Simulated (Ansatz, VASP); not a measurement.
**BaSn5 in two plane-wave programs**

Wanted: the spread between two codes on one cell, functional and k mesh. The cell comes out of the VASP series on this material, whose earlier steps may have relaxed, scaled or displaced it; both programs get it as it stands.

Main program and level: Ansatz 0.2.0; plane waves, with VASP 6.6.1 beside it; zone-centre phonons at PBEsol.

## Step 1: The starting structure

It takes space group P6/mmm (No. 191, hexagonal). Conventional cell: a = 5.361 Å, b = 5.361 Å, c = 7.060 Å, α = 90.00°, β = 90.00°, γ = 120.00°. Nearest to Ba lie 14 Sn at 3.53 to 3.72 Å. Nearest to Sn lie 7 Sn at 2.93 to 3.42 Å and 3 Ba at 3.72 Å. Nearest to Sn lie 12 Sn at 3.42 Å and 2 Ba at 3.53 Å. Farther neighbours are not listed.

## Step 2: VASP: zone-centre phonons, PBEsol

Second derivatives magnify differences that forces hide, and they need a tight electronic threshold.

Lines of VASP's logs that name or quote its potential files are left out, and so is its time.

File INCAR:

```
SYSTEM = BaSn5
PREC = Accurate
ENCUT = 400
EDIFF = 1E-08
NELM = 100
ISMEAR = 1
SIGMA = 0.2
LREAL = .FALSE.
ALGO = Normal
GGA = PS
NBANDS = 49
LORBIT = 11
LWAVE = .FALSE.
LCHARG = .FALSE.
KPAR = 4
IBRION = 8
ISIF = 2
```

File POSCAR:

```
BaSn5
1.0
    5.3605426925      0.0000000000      0.0000000000
   -2.6802713462      4.6423661498      0.0000000000
    0.0000000000      0.0000000000      7.0599837951
Ba Sn
1 5
Direct
    0.0000000000      0.0000000000      0.5000000000
    0.6666666700      0.3333333300      0.7927131613
    0.0000000000      0.0000000000      0.0000000000
    0.6666666700      0.3333333300      0.2072868387
    0.3333333300      0.6666666700      0.2072868387
    0.3333333300      0.6666666700      0.7927131613
```

File KPOINTS:

```
Automatic mesh
0
Gamma
7 7 5
0 0 0
```

Potentials, in the order of the species: Ba_sv and Sn_d (PBE family, release 64).

Started as:

```bash
> mpirun -np 4 vasp_std
```

Numbers of over 12 decimals in the logs are rounded to 6 here.

The log of the run:

```text
[banner, memory and clock lines left out]
running    4 mpi-ranks, on    1 nodes
 distrk:  each k-point on    1 cores,    4 groups
 distr:  one band on    1 cores,    1 groups

 POSCAR found type information on POSCAR BaSn
 POSCAR found :  2 types and       6 ions
|                                                                             |
|               ----> ADVICE to this user running VASP <----                  |
|                                                                             |
|     You enforced a specific xc type in the INCAR file but a different       |
|     [... a line on the potential file left out ...]
|     I HOPE YOU KNOW WHAT YOU ARE DOING!                                     |
|                                                                             |

 LDA part: xc-table for (Slater+PW92), standard interpolation
 POSCAR, INCAR and KPOINTS ok, starting setup
 FFT: planning ... GRIDC
 FFT: planning ... GRID_SOFT
 FFT: planning ... GRID
 WAVECAR not read
 entering main loop
       N       E                     dE             d eps       ncg     rms          rms(c)
DAV:   1     0.838279939532E+03    0.83828E+03   -0.32953E+04  2464   0.204E+03
DAV:   2     0.102403234792E+03   -0.73588E+03   -0.71634E+03  2384   0.572E+02
DAV:   3    -0.184133816388E+02   -0.12082E+03   -0.11735E+03  2842   0.205E+02
DAV:   4    -0.253897292501E+02   -0.69763E+01   -0.69033E+01  2956   0.527E+01
DAV:   5    -0.257289418852E+02   -0.33921E+00   -0.33862E+00  3599   0.982E+00    0.544E+00
DAV:   6    -0.255533173357E+02    0.17562E+00   -0.29823E-01  3167   0.511E+00    0.295E+00
DAV:   7    -0.255092860537E+02    0.44031E-01   -0.19884E-01  2919   0.347E+00    0.453E-01
DAV:   8    -0.255062644500E+02    0.30216E-02   -0.28136E-02  2823   0.133E+00    0.189E-01
DAV:   9    -0.255063961952E+02   -0.13175E-03   -0.18487E-03  3623   0.292E-01    0.613E-02
DAV:  10    -0.255064031712E+02   -0.69760E-05   -0.24882E-04  3095   0.130E-01    0.199E-02
DAV:  11    -0.255064071552E+02   -0.39840E-05   -0.17847E-05  2670   0.275E-02    0.595E-03
DAV:  12    -0.255064063029E+02    0.85235E-06   -0.18970E-06  3061   0.108E-02    0.197E-03
DAV:  13    -0.255064062077E+02    0.95199E-07   -0.24171E-07  3312   0.307E-03    0.603E-04
DAV:  14    -0.255064062116E+02   -0.39399E-08   -0.39838E-08  2588   0.243E-03
   1 F= -.25506406E+02 E0= -.25509225E+02  d E =0.845706E-02
 Linear response reoptimize wavefunctions to high precision
DAV:   1    -0.255064061354E+02    0.76187E-07   -0.57336E-09  1691   0.612E-04
DAV:   2    -0.255064061355E+02   -0.90949E-10   -0.12975E-09  1487   0.284E-04
DAV:   3    -0.255064061357E+02   -0.13461E-09   -0.41046E-10  1431   0.153E-04
 Linear response DOF=           6
 Linear response progress:
  Degree of freedom:   1/  6
       N       E                     dE             d eps       ncg     rms          rms(c)
RMM:   1    -0.203480839715E+00   -0.20348E+00    0.25619E-01  8568   0.109E+00
RMM:   2    -0.211351079402E+00   -0.78702E-02   -0.46449E-02  7421   0.319E-01    0.745E-02
RMM:   3    -0.210926745264E+00    0.42433E-03   -0.53860E-03  8450   0.116E-01    0.608E-02
RMM:   4    -0.211139904782E+00   -0.21316E-03   -0.44631E-04  8863   0.545E-02    0.163E-02
RMM:   5    -0.211242385119E+00   -0.10248E-03   -0.67626E-05  9098   0.182E-02    0.783E-03
RMM:   6    -0.211316511402E+00   -0.74126E-04   -0.88576E-06  9167   0.646E-03    0.107E-03
RMM:   7    -0.211315452159E+00    0.10592E-05   -0.23656E-06  9373   0.289E-03    0.777E-04
RMM:   8    -0.211321458467E+00   -0.60063E-05   -0.62338E-07  9050   0.131E-03    0.136E-04
RMM:   9    -0.211322111597E+00   -0.65313E-06   -0.21356E-07  9742   0.642E-04    0.565E-05
RMM:  10    -0.211321616643E+00    0.49495E-06   -0.91392E-08  9637   0.381E-04    0.491E-05
RMM:  11    -0.211321684153E+00   -0.67510E-07   -0.76344E-08  9828   0.269E-04    0.415E-05
RMM:  12    -0.211321872537E+00   -0.18838E-06   -0.56243E-08  9634   0.226E-04    0.752E-06
RMM:  13    -0.211321919094E+00   -0.46557E-07   -0.70899E-08  9309   0.201E-04    0.157E-06
RMM:  14    -0.211321928127E+00   -0.90334E-08   -0.54369E-08  8860   0.190E-04    0.712E-07
 first order change of Fermi-energy  -0.10549E-03
 force on displaced ion       1 direction 1 :  -1.908   0.000  -0.000
 Linear response progress:
  Degree of freedom:   2/  6
       N       E                     dE             d eps       ncg     rms          rms(c)
RMM:   1    -0.216044257600E+00   -0.21604E+00    0.35463E-01  3606   0.159E+00
RMM:   2    -0.222429344664E+00   -0.63851E-02   -0.52492E-02  3575   0.672E-01    0.720E-02
RMM:   3    -0.221873287885E+00    0.55606E-03   -0.67977E-03  3769   0.264E-01    0.591E-02
RMM:   4    -0.221801916879E+00    0.71371E-04   -0.82188E-04  4114   0.993E-02    0.309E-02
RMM:   5    -0.221908804078E+00   -0.10689E-03   -0.12158E-04  4016   0.414E-02    0.724E-03
RMM:   6    -0.221948472124E+00   -0.39668E-04   -0.30207E-05  4522   0.169E-02    0.390E-03
RMM:   7    -0.221972381752E+00   -0.23910E-04   -0.96711E-06  4371   0.599E-03    0.115E-03
RMM:   8    -0.221980653690E+00   -0.82719E-05   -0.30382E-06  4766   0.262E-03    0.174E-04
RMM:   9    -0.221979944920E+00    0.70877E-06   -0.88479E-07  4309   0.141E-03    0.742E-05
RMM:  10    -0.221979845116E+00    0.99804E-07   -0.30680E-07  4705   0.599E-04    0.308E-05
[...]
RMM:  10    -0.223467610766E+00    0.30492E-06    0.75562E-07 25537   0.606E-04    0.320E-05
RMM:  11    -0.223466977681E+00    0.63308E-06    0.51130E-07 23349   0.462E-04    0.193E-05
RMM:  12    -0.223467122063E+00   -0.14438E-06    0.24673E-07 25753   0.371E-04    0.109E-05
RMM:  13    -0.223466950457E+00    0.17161E-06    0.21712E-07 24859   0.328E-04    0.390E-06
RMM:  14    -0.223466885512E+00    0.64945E-07    0.45852E-08 26609   0.295E-04    0.237E-06
RMM:  15    -0.223466870646E+00    0.14866E-07    0.59776E-08 26894   0.280E-04    0.263E-06
RMM:  16    -0.223466816289E+00    0.54357E-07    0.17283E-08 27148   0.268E-04    0.570E-07
RMM:  17    -0.223466806031E+00    0.10258E-07   -0.14679E-09 27678   0.263E-04    0.451E-07
RMM:  18    -0.223466795695E+00    0.10336E-07   -0.40946E-08 28552   0.258E-04    0.262E-07
RMM:  19    -0.223466784487E+00    0.11208E-07   -0.17121E-08 28367   0.256E-04    0.155E-07
RMM:  20    -0.223466783000E+00    0.14876E-08    0.59712E-09 28868   0.254E-04    0.155E-07
 first order change of Fermi-energy  -0.27945E-05
 force on displaced ion       2 direction 1 :  -3.742   0.000   0.000
 Linear response progress:
  Degree of freedom:   4/  6
       N       E                     dE             d eps       ncg     rms          rms(c)
RMM:   1    -0.220517297135E+00   -0.22052E+00    0.52575E-01  4100   0.654E+00
RMM:   2    -0.227341727968E+00   -0.68244E-02   -0.20097E-02  5365   0.726E-01    0.601E-02
RMM:   3    -0.227557059725E+00   -0.21533E-03   -0.14222E-03  5594   0.197E-01    0.260E-02
RMM:   4    -0.227536660354E+00    0.20399E-04   -0.13388E-04  6059   0.689E-02    0.136E-02
RMM:   5    -0.227537801275E+00   -0.11409E-05   -0.19914E-05  5694   0.228E-02    0.336E-03
RMM:   6    -0.227534719742E+00    0.30815E-05   -0.50891E-06  6297   0.101E-02    0.159E-03
RMM:   7    -0.227530651202E+00    0.40685E-05   -0.11463E-06  5636   0.352E-03    0.601E-04
RMM:   8    -0.227526773068E+00    0.38781E-05   -0.13256E-07  6390   0.189E-03    0.156E-04
RMM:   9    -0.227525434365E+00    0.13387E-05    0.55270E-07  6096   0.104E-03    0.822E-05
RMM:  10    -0.227524570245E+00    0.86412E-06    0.63761E-07  6515   0.659E-04    0.390E-05
RMM:  11    -0.227524474142E+00    0.96103E-07    0.42526E-07  6220   0.509E-04    0.221E-05
RMM:  12    -0.227524188686E+00    0.28546E-06    0.37221E-07  6315   0.405E-04    0.647E-06
RMM:  13    -0.227524288330E+00   -0.99645E-07    0.20392E-07  6412   0.355E-04    0.129E-05
RMM:  14    -0.227524215923E+00    0.72407E-07    0.17895E-07  6831   0.317E-04    0.101E-05
RMM:  15    -0.227524106763E+00    0.10916E-06    0.82222E-08  6643   0.301E-04    0.358E-06
RMM:  16    -0.227524050314E+00    0.56449E-07    0.56272E-08  6943   0.286E-04    0.135E-06
RMM:  17    -0.227524029476E+00    0.20838E-07   -0.15632E-09  6993   0.278E-04    0.739E-07
RMM:  18    -0.227524009400E+00    0.20076E-07    0.30193E-09  7064   0.273E-04    0.369E-07
RMM:  19    -0.227524015566E+00   -0.61659E-08   -0.22054E-08  6920   0.270E-04    0.727E-07
 first order change of Fermi-energy   0.28901E+00
 force on displaced ion       2 direction 3 :   0.000  -0.000  -4.475
 Linear response progress:
  Degree of freedom:   5/  6
       N       E                     dE             d eps       ncg     rms          rms(c)
RMM:   1    -0.217697836925E+00   -0.21770E+00    0.41224E-01  6260   0.556E+00
RMM:   2    -0.223059278330E+00   -0.53614E-02   -0.19650E-02  7955   0.621E-01    0.406E-02
RMM:   3    -0.223233460246E+00   -0.17418E-03   -0.12518E-03  8061   0.167E-01    0.152E-02
RMM:   4    -0.223187869564E+00    0.45591E-04   -0.14268E-04  8848   0.595E-02    0.116E-02
RMM:   5    -0.223173517450E+00    0.14352E-04   -0.13364E-05  8317   0.166E-02    0.265E-03
RMM:   6    -0.223164157062E+00    0.93604E-05   -0.24557E-06  9001   0.668E-03    0.953E-04
RMM:   7    -0.223162559009E+00    0.15981E-05   -0.18389E-08  9013   0.226E-03    0.709E-04
RMM:   8    -0.223156582595E+00    0.59764E-05    0.18670E-07  8919   0.116E-03    0.124E-04
RMM:   9    -0.223156950197E+00   -0.36760E-06    0.21764E-07  9017   0.637E-04    0.959E-05
RMM:  10    -0.223156680202E+00    0.27000E-06    0.14424E-07  9528   0.415E-04    0.189E-05
RMM:  11    -0.223156740355E+00   -0.60153E-07    0.19821E-07  9223   0.325E-04    0.757E-06
RMM:  12    -0.223156734065E+00    0.62904E-08    0.11760E-07  9483   0.266E-04    0.611E-06
RMM:  13    -0.223156717765E+00    0.16300E-07    0.93595E-08  9799   0.239E-04    0.481E-06
RMM:  14    -0.223156680731E+00    0.37034E-07    0.88929E-08  9738   0.218E-04    0.275E-06
RMM:  15    -0.223156679656E+00    0.10747E-08    0.50005E-09  9491   0.207E-04    0.337E-06
 first order change of Fermi-energy  -0.77723E-04
 force on displaced ion       3 direction 1 :  -2.134  -0.000   0.000
 Linear response progress:
  Degree of freedom:   6/  6
       N       E                     dE             d eps       ncg     rms          rms(c)
RMM:   1    -0.221945593908E+00   -0.22195E+00    0.47701E-01  3155   0.579E+00
RMM:   2    -0.227577838064E+00   -0.56322E-02   -0.17014E-02  3877   0.616E-01    0.441E-02
RMM:   3    -0.227750762210E+00   -0.17292E-03   -0.15426E-03  4191   0.169E-01    0.196E-02
RMM:   4    -0.227704315703E+00    0.46447E-04   -0.11637E-04  4432   0.515E-02    0.107E-02
RMM:   5    -0.227697160962E+00    0.71547E-05   -0.18323E-05  4258   0.158E-02    0.246E-03
RMM:   6    -0.227695272200E+00    0.18888E-05   -0.34458E-06  4586   0.605E-03    0.106E-03
RMM:   7    -0.227694326223E+00    0.94598E-06   -0.93082E-07  4148   0.218E-03    0.235E-04
RMM:   8    -0.227693015829E+00    0.13104E-05   -0.13925E-07  4601   0.105E-03    0.172E-04
RMM:   9    -0.227691715484E+00    0.13003E-05    0.37964E-08  4262   0.552E-04    0.586E-05
RMM:  10    -0.227691681150E+00    0.34334E-07   -0.22067E-08  4533   0.353E-04    0.189E-05
RMM:  11    -0.227691624159E+00    0.56991E-07    0.42675E-08  4618   0.273E-04    0.113E-05
RMM:  12    -0.227691577456E+00    0.46703E-07    0.27306E-08  4673   0.228E-04    0.433E-06
RMM:  13    -0.227691590352E+00   -0.12896E-07    0.21788E-08  4838   0.211E-04    0.335E-06
RMM:  14    -0.227691573650E+00    0.16703E-07    0.67114E-09  4774   0.199E-04    0.148E-06
RMM:  15    -0.227691560379E+00    0.13271E-07    0.15669E-08  4829   0.194E-04    0.303E-07
RMM:  16    -0.227691562388E+00   -0.20091E-08   -0.16308E-08  4675   0.190E-04    0.522E-07
 first order change of Fermi-energy   0.33431E-04
 force on displaced ion       3 direction 3 :   0.000   0.000  -3.961
 Linear response finished
```

[end of part 1 of 2]

[Lines on the potential files, build, host, timing and source positions are cut from VASP's logs without a mark.]

[Logs are printed without paths, hosts, clocks, repeated set-up lines and the standing remarks that a program may print on its own settings, such as how far it seeks lower states.]

[Hosts, paths, dates, database ids (printed as entryN), source tags and the programs' standing remarks are cut or masked in the printed files.]
